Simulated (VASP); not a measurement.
**Driving VASP from ASE on CdF2**

Do ASE scripts that read CdF2 from different structure formats give one answer, and do several routes find one equilibrium volume? All runs use r2SCAN. Left out of this account: at least 1 further run (fields: a reference on another mesh). The start is a cell from a database of measured crystal structures.

Method: r2SCAN; plane waves and PAW (Cd, F), in VASP 6.6.1.

## Step 1: Set-up

Symmetry: Fm-3m, No. 225, cubic system. Conventional cell: a = 5.388 Å, b = 5.388 Å, c = 5.388 Å, α = 90.00°, β = 90.00°, γ = 90.00°. Cd has 8 F at 2.33 Å nearest. Nearest to F lie 4 Cd at 2.33 Å. Farther neighbours and most contacts between anions are not listed.

Structure file:

```cif
data_structure
_symmetry_space_group_name_H-M 'Fm-3m'
_symmetry_Int_Tables_number 225
_cell_length_a 5.3880
_cell_length_b 5.3880
_cell_length_c 5.3880
_cell_angle_alpha 90.000
_cell_angle_beta 90.000
_cell_angle_gamma 90.000
_cell_volume 156.42
loop_
_atom_site_label
_atom_site_type_symbol
_atom_site_symmetry_multiplicity
_atom_site_Wyckoff_symbol
_atom_site_fract_x
_atom_site_fract_y
_atom_site_fract_z
_atom_site_occupancy
Cd1 Cd 4 a 0.00000 0.00000 0.00000 1
F1 F 8 c 0.25000 0.75000 0.75000 1
```

## Step 2: Total energy, forces and stress (r2SCAN, through ASE)

A single point through ASE, with the structure typed into the script.

run.py

```python
import numpy as np
from ase.calculators.vasp import Vasp
from ase import Atoms
from ase.dft.bandgap import bandgap

atoms = Atoms(['Cd', 'F', 'F'],
              cell=[[0.0, 2.694, 2.694], [2.694, 0.0, 2.694], [2.694, 2.694, 0.0]],
              scaled_positions=[[0.0, 0.0, 0.0], [0.25, 0.25, 0.25], [0.75, 0.75, 0.75]],
              pbc=True)

calc = Vasp(
    xc='r2scan',
    pp='PBE',
    prec='Accurate',
    encut=520,
    ediff=1e-06,
    nelm=100,
    ismear=-1,
    sigma=0.05,
    lreal=False,
    algo='Normal',
    lasph=True,
    nbands=19,
    lorbit=11,
    lwave=False,
    lcharg=False,
    kpar=4,
    isif=2,
    pp_version='64',
    setups={'Cd': '', 'F': ''},
    kpts=(8, 8, 8),
    gamma=True,
    txt='vasp.out',
)
atoms.calc = calc

print("energy (eV):", round(atoms.get_potential_energy(), 6))
print("Fermi level (eV):", round(calc.get_fermi_level(), 4))
print("forces (eV/A):")
print(np.round(atoms.get_forces(), 4))
print("stress (GPa, Voigt, tension positive):", np.round(atoms.get_stress() * 160.21766, 3))
gap, p1, p2 = bandgap(calc, direct=False)
print("gap on the mesh (eV):", round(gap, 4))
```

Potentials, in the order of the species: Cd and F (PBE family, release 64).

Launch:

```sh
export ASE_VASP_COMMAND="mpirun -np 4 vasp_std"
python run.py
```

The log of the run:

```text
energy (eV): -33.719294
Fermi level (eV): -0.8069
forces (eV/A):
[[-0. -0.  0.]
 [ 0.  0.  0.]
 [ 0. -0. -0.]]
stress (GPa, Voigt, tension positive): [-1.013 -1.013 -1.013  0.    -0.    -0.   ]
gap on the mesh (eV): 3.7503
```

Run time: 31 s. Hardware: 4 MPI ranks of Intel Xeon Platinum 8375C at 2.90GHz (Ice Lake), shared host; peak memory 0.64 GiB.

The logs omit lines about the potential files and the build; timing stands in the text.

ASE turned this into the INCAR:

```
ENCUT = 520.000000
SIGMA = 0.050000
EDIFF = 1.00e-06
ALGO = Normal
METAGGA = R2SCAN
PREC = Accurate
ISIF = 2
ISMEAR = -1
KPAR = 4
LORBIT = 11
NBANDS = 19
NELM = 100
LASPH = .TRUE.
LCHARG = .FALSE.
LWAVE = .FALSE.
LREAL = .FALSE.
```

The KPOINTS that ASE wrote:

```
KPOINTS created by Atomic Simulation Environment
0
Gamma
8 8 8
0 0 0
```

VASP's own log, vasp.out:

```text
[banner, memory and clock lines left out]
running    4 mpi-ranks, on    1 nodes
 distrk:  each k-point on    1 cores,    4 groups
 distr:  one band on    1 cores,    1 groups

 POSCAR found type information on POSCAR CdF
 POSCAR found :  2 types and       3 ions
|                                                                             |
|               ----> ADVICE to this user running VASP <----                  |
|                                                                             |
|     You enforced a specific xc type in the INCAR file but a different       |
|     [... a line on the potential file left out ...]
|     I HOPE YOU KNOW WHAT YOU ARE DOING!                                     |
|                                                                             |

 LDA part: xc-table for (None), standard interpolation
 POSCAR, INCAR and KPOINTS ok, starting setup
 FFT: planning ... GRIDC
 FFT: planning ... GRID_SOFT
 FFT: planning ... GRID
 WAVECAR not read
 entering main loop
       N       E                     dE             d eps       ncg     rms          rms(c)
DAV:   1     0.179731470103E+03    0.17973E+03   -0.15846E+04  1142   0.141E+03
DAV:   2    -0.335184018675E+02   -0.21325E+03   -0.20563E+03  1170   0.367E+02
DAV:   3    -0.430957497655E+02   -0.95773E+01   -0.95448E+01  1231   0.860E+01
DAV:   4    -0.431400210894E+02   -0.44271E-01   -0.44267E-01  1174   0.594E+00
DAV:   5    -0.431401599772E+02   -0.13889E-03   -0.13889E-03  1225   0.323E-01    0.867E+00
DAV:   6    -0.336755586858E+02    0.94646E+01   -0.42248E+00  1138   0.444E+01    0.942E+00
DAV:   7    -0.336939229330E+02   -0.18364E-01   -0.14447E+00  1126   0.109E+01    0.504E+00
DAV:   8    -0.337250582922E+02   -0.31135E-01   -0.17602E-01  1205   0.597E+00    0.174E+00
DAV:   9    -0.337182423831E+02    0.68159E-02   -0.66696E-02  1105   0.267E+00    0.246E-01
DAV:  10    -0.337194086866E+02   -0.11663E-02   -0.76303E-03  1144   0.841E-01    0.291E-01
DAV:  11    -0.337193702604E+02    0.38426E-04   -0.24884E-03  1114   0.478E-01    0.139E-01
DAV:  12    -0.337193109126E+02    0.59348E-04   -0.14273E-04  1174   0.211E-01    0.356E-02
DAV:  13    -0.337192993235E+02    0.11589E-04   -0.23937E-05  1174   0.553E-02    0.184E-02
DAV:  14    -0.337192955979E+02    0.37256E-05   -0.43543E-05  1135   0.628E-02    0.161E-02
DAV:  15    -0.337192942862E+02    0.13116E-05   -0.15776E-06   792   0.119E-02    0.710E-03
DAV:  16    -0.337192939583E+02    0.32798E-06   -0.11323E-06   631   0.100E-02
   1 F= -.33719294E+02 E0= -.33719294E+02  d E =-.774994E-10
```

From OUTCAR (step 2):

```text
ion  position               nearest neighbor table
   1  0.000  0.000  0.000-   3 2.33   3 2.33   3 2.33   2 2.33   3 2.33   2 2.33   2 2.33   2 2.33

  LATTYP: Found a face centered cubic cell.
 ALAT       =     5.3880000000

 Subroutine GETGRP returns: Found 48 space group operations
 (whereof 48 operations were pure point group operations)

The static configuration has the point symmetry O_h .

 Found     29 irreducible k-points:

   k-points           NKPTS =     29   k-points in BZ     NKDIM =     29   number of bands    NBANDS=     19

   dimension x,y,z NGX =    28 NGY =   28 NGZ =   28
   dimension x,y,z NGXF=    56 NGYF=   56 NGZF=   56

   ENCUT  =  520.0 eV  38.22 Ry    6.18 a.u.   7.08  7.08  7.08*2*pi/ulx,y,z

   NELECT =      26.0000    total number of electrons

 k-points in reciprocal lattice and weights: KPOINTS created by Atomic Simulation Env
   0.00000000  0.00000000  0.00000000       0.002
   0.12500000  0.00000000  0.00000000       0.016
   0.25000000  0.00000000  0.00000000       0.016
   0.37500000  0.00000000  0.00000000       0.016
   0.50000000  0.00000000  0.00000000       0.008
   0.12500000  0.12500000  0.00000000       0.012
   0.25000000  0.12500000  0.00000000       0.047
   0.37500000  0.12500000  0.00000000       0.047
   0.50000000  0.12500000  0.00000000       0.047
[...]
-0.37500000  0.50000000  0.12500000       0.023
  -0.25000000  0.50000000  0.25000000       0.012

 average (electrostatic) potential at core
       1 -44.6178       2 -82.3241       3 -82.3241

 E-fermi :  -0.8069

 k-point     1 :       0.0000    0.0000    0.0000
  band No.  band energies     occupation
    ...
      9      -2.8570      2.00000
     10      -2.8570      2.00000
     11      -2.3711      2.00000
     12      -2.3710      2.00000
     13      -2.3710      2.00000
     14       1.8824      0.00000
     15      11.7419      0.00000
     16      11.7419      0.00000
     17      11.7419      0.00000
     18      16.0533      0.00000
    ...

 k-point     2 :       0.1250    0.0000    0.0000
  band No.  band energies     occupation
    ...
      9      -2.9607      2.00000
     10      -2.9606      2.00000
     11      -2.4706      2.00000
     12      -2.3599      2.00000
     13      -2.3599      2.00000
     14       2.4439      0.00000
     15      10.9163      0.00000
     16      11.9862      0.00000
     17      11.9862      0.00000
     18      17.2020      0.00000
    ...

 k-point     3 :       0.2500    0.0000    0.0000
  band No.  band energies     occupation
    ...
      9      -3.2407      2.00000
     10      -3.2407      2.00000
     11      -2.9779      2.00000
     12      -2.3244      2.00000
     13      -2.3244      2.00000
     14       3.7516      0.00000
     15       9.6392      0.00000
     16      12.6263      0.00000
     17      12.6263      0.00000
     18      17.8628      0.00000
    ...

  Total        0.2471674      0.2471674      0.2471674      0.0000000      0.0000000      0.0000000
  in kB       10.1269565     10.1269565     10.1269565      0.0000000      0.0000000      0.0000000
  external PRESSURE =      10.1269565 kB  Pullay stress =       0.0000000 kB

  energy-cutoff  :      520.00
  volume of cell :       39.10
      direct lattice vectors                 reciprocal lattice vectors
     0.000000000  2.694000000  2.694000000    -0.185597624  0.185597624  0.185597624
     2.694000000  0.000000000  2.694000000     0.185597624 -0.185597624  0.185597624
     2.694000000  2.694000000  0.000000000     0.185597624  0.185597624 -0.185597624

 POSITION                                       TOTAL-FORCE (eV/Angst)
 -----------------------------------------------------------------------------------
      0.00000      0.00000      0.00000        -0.000000     -0.000000      0.000000
      1.34700      1.34700      1.34700         0.000000      0.000000      0.000000
      4.04100      4.04100      4.04100         0.000000     -0.000000     -0.000000
 -----------------------------------------------------------------------------------
    total drift:                                0.000000      0.000000      0.000000

  FREE ENERGIE OF THE ION-ELECTRON SYSTEM (eV)
  ---------------------------------------------------
  free  energy   TOTEN  =       -33.7192939583 eV

  energy  without entropy=      -33.7192939582  energy(sigma->0) =      -33.71929396

 total charge
# of ion       s       p       d       tot
------------------------------------------
    1        0.208   0.182   9.706  10.096
    2        1.742   4.374   0.000   6.116
    3        1.742   4.374   0.000   6.116
--------------------------------------------------
tot          3.693   8.930   9.706  22.328

[... 3 further parts left out ...]
```

The gap is read on the k-mesh alone, so it is an upper bound where the band edges lie off the mesh, and a coarse mesh can show a gap where there is none. The PAW data sets were made with PBE, which is usual practice but a small mismatch for other functionals.

Numbers from this step:

- SCF cycles: 16
- electrons: 26
- bands: 19
- irreducible k-points: 29
- symmetry operations: 48
- free energy (TOTEN): -33.72 eV
- Fermi energy: -0.8069 eV
- pressure: 1.013 GPa
- metallic, judged on the points sampled: no
- valence top at k: -0.25, 0.5, 0.25
- conduction bottom at k: 0, 0, 0
- least direct gap at k: 0, 0, 0
- gap on the k-mesh: 3.750 eV
- least direct gap on the k-mesh: 4.253 eV

The pressure is 1.01 GPa and the largest force 0.000 eV/Å, so the cell is not at a minimum at these settings.

[end of part 1 of 4]

[Lines on the potential files, build, host, timing and source positions are cut from VASP's logs without a mark.]

[Logs are printed without paths, hosts, clocks, repeated set-up lines and the standing remarks that a program may print on its own settings, such as how far it seeks lower states.]

[Hosts, paths, dates, database ids (printed as entryN), source tags and the programs' standing remarks are cut or masked in the printed files.]

[A measured line is paired with the nearest computed mode of its activity, which favours agreement.]

[In band tables of VASP the shares of atoms and orbitals are scaled to a sum of 1 inside the atoms' spheres.]
